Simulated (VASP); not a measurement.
# RePd2 (Cmcm) in VASP: single point with r2SCAN

Aim: the single point of RePd2 with r2SCAN.

All numbers are computed with VASP 6.6.1; they aren't measurements. Logs are shortened: lines on timing, memory, paths and dates and some standing lists are left out, and cuts for length are marked.

## Step 1: The structure

It takes space group Cmcm (No. 63, orthorhombic). The conventional cell has a = 8.046 Å, b = 4.582 Å, c = 4.542 Å, α = 90.00°, β = 90.00°, γ = 90.00°. Re (site symmetry m2m) is surrounded by 10 Pd at 2.65 to 2.68 Å and 2 Re at 3.04 Å. Pd (site symmetry m) is surrounded by 7 Pd at 2.65 to 3.04 Å and 5 Re at 2.65 to 2.68 Å.

The cell was built by a generator and needn't be a form met in nature.

## Step 2: Single point, r2SCAN

Input file POSCAR:

```
RePd2
1.0
    0.0000000000      4.5816123900      0.0000000000
    4.0229143900     -2.2908061900      0.0000000000
    0.0000000000      0.0000000000     -4.5423555800
Re Pd
2 4
Direct
    0.2200000000      0.0000000000      0.7500000000
    0.7800000000      0.0000000000      0.2500000000
    0.8870000000      0.3340000000      0.7500000000
    0.1130000000      0.6660000000      0.2500000000
    0.4470000000      0.3340000000      0.2500000000
    0.5530000000      0.6660000000      0.7500000000
```

Input file INCAR.step1:

```
PREC     = Accurate       # precision mode
ENCUT    = 520            # plane-wave cutoff, eV
ISMEAR   = -5             # smearing method
SIGMA    = 0.1            # smearing width, eV
LREAL    = False          # projectors in reciprocal space
LASPH    = True           # aspherical terms in the spheres
NELM     = 100            # most SCF steps
LMAXMIX  = 4              # l up to which the mixer works
GGA      = PE             # functional
ALGO     = Normal         # electronic algorithm
EDIFF    = 1E-4           # SCF threshold, eV
LWAVE    = True           # write WAVECAR
LCHARG   = False          # write CHGCAR
```

Input file INCAR.step2:

```
PREC     = Accurate       # precision mode
ENCUT    = 520            # plane-wave cutoff, eV
EDIFF    = 1E-6           # SCF threshold, eV
ISMEAR   = -5             # smearing method
SIGMA    = 0.1            # smearing width, eV
LREAL    = False          # projectors in reciprocal space
LASPH    = True           # aspherical terms in the spheres
NELM     = 100            # most SCF steps
ALGO     = Normal         # electronic algorithm
ISIF     = 2              # what is computed and relaxed
LWAVE    = False          # write WAVECAR
LCHARG   = False          # write CHGCAR
LMAXMIX  = 4              # l up to which the mixer works
METAGGA  = R2SCAN         # meta-GGA
LMIXTAU  = True         
LORBIT   = 11             # projections on sites
ISTART   = 1
```

Input file KPOINTS:

```
regular mesh
0
Gamma
  7 7 6
```

Potentials or basis: VASP PAW PBE potentials, release 64 (Re, Pd).

The run is started by

```console
$ cat potpaw_PBE.64/Re/POTCAR potpaw_PBE.64/Pd/POTCAR > POTCAR
$ cp INCAR.step1 INCAR
$ mpirun -np 1 vasp_std > vasp.out
$ cp INCAR.step2 INCAR
$ mpirun -np 1 vasp_std > vasp.out
```

OUTCAR:

```text
PREC = Accurate
   ENCUT = 520
   EDIFF = 1E-6
   ISMEAR = -5
   LREAL = False
   LASPH = True
   NELM = 100
   ISIF = 2
   METAGGA = R2SCAN
   LORBIT = 11
   ISTART = 1

 ion  position               nearest neighbor table
   1  0.220  0.000  0.750-   4 2.65   4 2.65   5 2.65   5 2.65   3 2.66   6 2.66   3 2.66   6 2.66
                             3 2.68   6 2.68   2 3.04   2 3.04   2 3.43   2 3.43
   2  0.780  0.000  0.250-   3 2.65   3 2.65   6 2.65   6 2.65   5 2.66   4 2.66   5 2.66   4 2.66
                             5 2.68   4 2.68   1 3.04   1 3.04   1 3.43   1 3.43
   3  0.887  0.334  0.750-   4 2.65   4 2.65   6 2.65   6 2.65   2 2.65   2 2.65   1 2.66   1 2.66
                             1 2.68   6 2.69   5 3.04   5 3.04   5 3.43   5 3.43
   4  0.113  0.666  0.250-   3 2.65   3 2.65   5 2.65   5 2.65   1 2.65   1 2.65   2 2.66   2 2.66
                             2 2.68   5 2.69   6 3.04   6 3.04   6 3.43   6 3.43
   5  0.447  0.334  0.250-   6 2.65   6 2.65   4 2.65   4 2.65   1 2.65   1 2.65   2 2.66   2 2.66
                             2 2.68   4 2.69   3 3.04   3 3.04   3 3.43   3 3.43
   6  0.553  0.666  0.750-   5 2.65   5 2.65   3 2.65   3 2.65   2 2.65   2 2.65   1 2.66   1 2.66
                             1 2.68   3 2.69   4 3.04   4 3.04   4 3.43   4 3.43

  LATTYP: Found a base centered orthorhombic cell.
 ALAT       =     4.5816123900
 B/A-ratio  =     1.7561129347
 C/A-ratio  =     0.9914316606

  Lattice vectors:

 A1 = (  -4.0229143900,   2.2908061900,   0.0000000000)
 A2 = (   4.0229143900,   2.2908062000,   0.0000000000)
 A3 = (   0.0000000000,   0.0000000000,  -4.5423555800)

Analysis of symmetry for initial positions (statically):
=====================================================================
 Subroutine PRICEL returns:
 Original cell was already a primitive cell.

 Routine SETGRP: Setting up the symmetry group for a
 base centered orthorhombic supercell.

 Subroutine GETGRP returns: Found  8 space group operations
 (whereof  4 operations were pure point group operations)
 out of a pool of  8 trial point group operations.

The static configuration has the point symmetry C_2h.
 The point group associated with its full space group is D_2h.

Analysis of symmetry for dynamics (positions and initial velocities):
=====================================================================
 Subroutine PRICEL returns:
 Original cell was already a primitive cell.

 Routine SETGRP: Setting up the symmetry group for a
 base centered orthorhombic supercell.

 Subroutine GETGRP returns: Found  8 space group operations
 (whereof  4 operations were pure point group operations)
 out of a pool of  8 trial point group operations.

The dynamic configuration has the point symmetry C_2h.
 The point group associated with its full space group is D_2h.

 Subroutine INISYM returns: Found  8 space group operations
 (whereof  4 operations are pure point group operations),
[... 129 lines left out ...]
  Thomas-Fermi vector in A             =   2.536006
   LORBIT       =     11    0 simple, 1 ext, 2 COOP (PROOUT), +10 PAW based schemes
   METAGGA = R2SCAN    functional components
   LHFCALC =     F    Hartree Fock is set to
   AEXX    =    0.0000 exact exchange contribution
   IVDW    =     0    specifies the selected vdW correction
   LEPSILON=     F    determine dielectric tensor
   LRPA    =     F    only Hartree local field effects (RPA)
 non-spin polarized calculation
 Fermi weights with tetrahedron method with Bloechl corrections
  energy-cutoff  :      520.00
  volume of cell :       83.72
 maximum number of plane-waves:      2284
 NGX is ok and might be reduce to    36
   NGX = 17   NGY = 17   NGZ = 17

 number of electron      53.9999995 magnetization

 Free energy of the ion-electron system (eV)
  ---------------------------------------------------
  ext. energy  EPLUGINS =         0.00000000
  ---------------------------------------------------
  free energy    TOTEN  =      -194.85559316 eV

  energy without entropy =     -194.85559316  energy(sigma->0) =     -194.85559316

 E-fermi :  10.6739     XC(G=0): -14.9331

 val. band max:       10.8274349793   @ k =   0.4286  -0.0000   0.5000
 cond. band min:      10.6332460975   @ k =   0.2857   0.1429   0.3333
 fundamental gap:     -0.1941888819
 Fermi energy:        10.6739054494

 k-point     1 :       0.0000    0.0000    0.0000
  band No.  band energies     occupation
      1       1.0431      2.00000
      2       3.3356      2.00000
      3       4.6574      2.00000
      4       4.6960      2.00000
      5       5.3360      2.00000
      6       5.4294      2.00000
[... 829 lines left out ...]
     31      11.5923      0.00000
     32      11.7384      0.00000

 [... further k-points ...]

------------------------ aborting loop because EDIFF is reached ----------------------------------------

  FORCE on cell =-STRESS in cart. coord.  units (eV):
  Direction    XX          YY          ZZ          XY          YZ          ZX
  --------------------------------------------------------------------------------------
  -------------------------------------------------------------------------------------
  Total        9.8181168      7.7993047      6.7346661      0.0000000     -0.0000000      0.0000000
  in kB      187.8877709    149.2540787    128.8802547      0.0000002     -0.0000000      0.0000000
  external PRESSURE =     155.3407014 kB  Pullay stress =       0.0000000 kB

 VOLUME and BASIS-vectors are now :
 -----------------------------------------------------------------------------
  energy-cutoff  :      520.00
  volume of cell :       83.72
      direct lattice vectors                 reciprocal lattice vectors
     0.000000000  4.581612390  0.000000000     0.124288004  0.218263772  0.000000000
     4.022914390 -2.290806190  0.000000000     0.248576008  0.000000000  0.000000000
     0.000000000  0.000000000 -4.542355580     0.000000000  0.000000000 -0.220150092

 POSITION                                       TOTAL-FORCE (eV/Angst)
 -----------------------------------------------------------------------------------
      0.00000      1.00795     -3.40677         0.000000     -1.313687     -0.000000
      0.00000      3.57366     -1.13559         0.000000      1.313687     -0.000000
      1.34365      3.29876     -3.40677        -0.150553     -0.461308     -0.000000
      2.67926     -1.00795     -1.13559         0.150553      0.461308      0.000000
      1.34365      1.28285     -1.13559        -0.150553      0.461308      0.000000
      2.67926      1.00795     -3.40677         0.150553     -0.461308     -0.000000
 -----------------------------------------------------------------------------------
    total drift:                                0.000000      0.000000     -0.000000

  FREE ENERGIE OF THE ION-ELECTRON SYSTEM (eV)
  ---------------------------------------------------
  free  energy   TOTEN  =      -194.8555931639 eV

  energy  without entropy=     -194.8555931639  energy(sigma->0) =     -194.85559316

 total charge

# of ion       s       p       d       tot
------------------------------------------
    1        0.565   0.576   4.652   5.793
    2        0.565   0.576   4.652   5.793
    3        0.634   0.705   8.517   9.857
    4        0.634   0.705   8.517   9.857
    5        0.634   0.705   8.517   9.857
    6        0.634   0.705   8.517   9.857
--------------------------------------------------
tot          3.667   3.973  43.373  51.013
```

Run time: 7.5 min. Hardware: 1 thread of AMD EPYC 9R45 (Zen 5), shared host; peak memory 0.29 GiB.

What came out:

| Property | Result |
| --- | --- |
| Free energy | -194.8556 eV |
| Pressure | 15.5 GPa |
| Largest force | 1.314 eV/Å |
| Band gap on the k mesh | none (metal or under the smearing width) |
| Valence electrons inside the program's atomic spheres | Re 5.79; Pd 9.86 |

Forces in eV/Å, atoms in the order of the input:
```
Re   0.000 -1.314  0.000
Re   0.000  1.314  0.000
Pd  -0.151 -0.461  0.000
Pd   0.151  0.461  0.000
Pd  -0.151  0.461  0.000
Pd   0.151 -0.461  0.000
```

Stress tensor (GPa, compression positive):
```
18.79  0.00  0.00
 0.00 14.93  0.00
 0.00  0.00 12.89
```

Caveat: so large a pressure means that the cell lies far from this level's equilibrium, or that cutoff or potentials fall short; the potentials were made for another functional, which shifts forces and pressure; tetrahedron occupations give inexact forces and stress in metals.
